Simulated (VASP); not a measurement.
```yaml
crystal:
  lattice:
    - [0.00000, 2.70955, 2.70955]
    - [2.70955, 0.00000, 2.70955]
    - [2.70955, 2.70955, 0.00000]
  atoms:
    - { symbol: Ca, position: [0.00000, 0.00000, 0.00000] }
    - { symbol: F, position: [0.25000, 0.25000, 0.25000] }
    - { symbol: F, position: [0.75000, 0.75000, 0.75000] }
```

These are PBE GGA with D3 dispersion (Becke-Johnson damping), VASP's PBE PAW potentials (set 64) (plane waves; VASP) values and carry that method's errors. Settings: 520 eV cut-off, 7×7×7 Γ-centred mesh, Gaussian smearing of 0.050 eV, potentials Ca_sv F.

**Question.** Give the stress tensor in GPa (positive for a compressed cell).

**Answer.** 
```
2.73  0.00  0.00
0.00  2.73  0.00
0.00  0.00  2.73
```
The pressure is its mean diagonal, 2.73 GPa.

The compound is CaF2 in the fluorite structure. This cell is one point of a volume scan, at 0.97 of the reference volume.
